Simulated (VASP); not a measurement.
Given:

```yaml
crystal:
  lattice:
    - [0.00000, 3.09986, 3.09986]
    - [3.09986, 0.00000, 3.09986]
    - [3.09986, 3.09986, 0.00000]
  atoms:
    - { symbol: Pb, position: [0.00000, 0.00000, 0.00000] }
    - { symbol: Se, position: [0.50000, 0.50000, 0.50000] }
```

Level of theory: optB88-vdW, VASP's PBE PAW potentials (set 64) (plane waves; VASP). Run with 520 eV cut-off, Gaussian smearing of 0.050 eV, potentials Pb_d Se.

Unless said otherwise, spin-orbit coupling is left out, though it shifts the bands of the heavy elements here.

**Question.** Give the energies of bands 7 to 13 at the high-symmetry points, in eV from the valence-band maximum.

**Answer.** 
```
band      Γ      X      U      L      W
----  -----  -----  -----  -----  -----
7     -6.43  -7.39  -7.94  -8.61  -7.93
8     -1.64  -4.57  -4.19  -1.24  -3.86
9     -1.64  -2.92  -2.44  -1.24  -3.86
10    -1.64  -2.92  -2.18   0.00  -0.66
11     4.58   4.03   3.41   0.44   1.93
12     4.58   5.43   3.96   1.80   4.97
13     4.58   5.43   5.36   1.80   4.97
```

The gap is direct, 0.44 eV, from the valence maximum at L to the conduction minimum at L.

The compound is PbSe in the rock salt structure. It was relaxed first.
